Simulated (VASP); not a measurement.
These are PBE GGA, VASP's PBE PAW potentials (set 64) (plane waves; VASP) values and carry that method's errors.

VASP ran on this input.

File KPOINTS:
```
Automatic mesh
0
Gamma
6 6 6
0 0 0
```

**INCAR**
```
# general
SYSTEM  = NaI
PREC    = Accurate
ENCUT   = 530
LREAL   = .False.
LASPH   = .True.

# electronic loop
EDIFF   = 1E-7
NELM    = 100
ALGO    = Normal
LMAXMIX = 4

# smearing
ISMEAR  = 0
SIGMA   = 0.05

# functional
GGA     = PE

# ions
IBRION  = 6
NSW     = 1
ISIF    = 3
POTIM   = 0.015
NFREE   = 2

# output
LWAVE   = .False.
LCHARG  = .False.
```

**POSCAR**
```
NaI
1
    0.0000000000     3.2566474738     3.2566474738
    3.2566474738     0.0000000000     3.2566474738
    3.2566474738     3.2566474738     0.0000000000
Na I
1 1
Direct
  0.0000000000   0.0000000000   0.0000000000
  0.5000000000   0.5000000000   0.5000000000
```

POTCAR, in this order: Na_pv I (PBE.64 set). Program: vasp_std.

What VASP printed:

OUTCAR:
```


   1 f  =    3.150055 THz    19.792382 2PiTHz  105.074540 cm-1    13.027577 meV

   2 f  =    3.150055 THz    19.792382 2PiTHz  105.074540 cm-1    13.027577 meV

   3 f  =    3.150055 THz    19.792382 2PiTHz  105.074540 cm-1    13.027577 meV

   4 f/i=    0.009397 THz     0.059041 2PiTHz    0.313440 cm-1     0.038862 meV

   5 f/i=    0.009397 THz     0.059041 2PiTHz    0.313440 cm-1     0.038862 meV

   6 f/i=    0.009397 THz     0.059041 2PiTHz    0.313440 cm-1     0.038862 meV

 ELASTIC MODULI CONTR FROM IONIC RELAXATION (kBar)
 Direction    XX          YY          ZZ          XY          YZ          ZX
 --------------------------------------------------------------------------------
 XX           0.0000      0.0000      0.0000      0.0000      0.0000      0.0000
 YY           0.0000      0.0000      0.0000      0.0000      0.0000      0.0000
 ZZ           0.0000      0.0000      0.0000      0.0000      0.0000      0.0000
 XY           0.0000      0.0000      0.0000      0.0000      0.0000      0.0000
 YZ           0.0000      0.0000      0.0000      0.0000      0.0000      0.0000
 ZX           0.0000      0.0000      0.0000      0.0000      0.0000      0.0000
 --------------------------------------------------------------------------------

 TOTAL ELASTIC MODULI (kBar)
 Direction    XX          YY          ZZ          XY          YZ          ZX
 --------------------------------------------------------------------------------
 XX         309.9618     80.5323     80.5323     -0.0000     -0.0000     -0.0000
 YY          80.5323    309.9618     80.5323     -0.0000      0.0000     -0.0000
 ZZ          80.5323     80.5323    309.9618     -0.0000      0.0000      0.0000
 XY          -0.0000     -0.0000     -0.0000     70.7455      0.0000      0.0000
 YZ          -0.0000      0.0000      0.0000      0.0000     70.7455      0.0000
 ZX          -0.0000     -0.0000      0.0000      0.0000      0.0000     70.7455
 --------------------------------------------------------------------------------
```
(Selected blocks of OUTCAR.)

The compound is NaI in the rock salt structure. It was relaxed first.
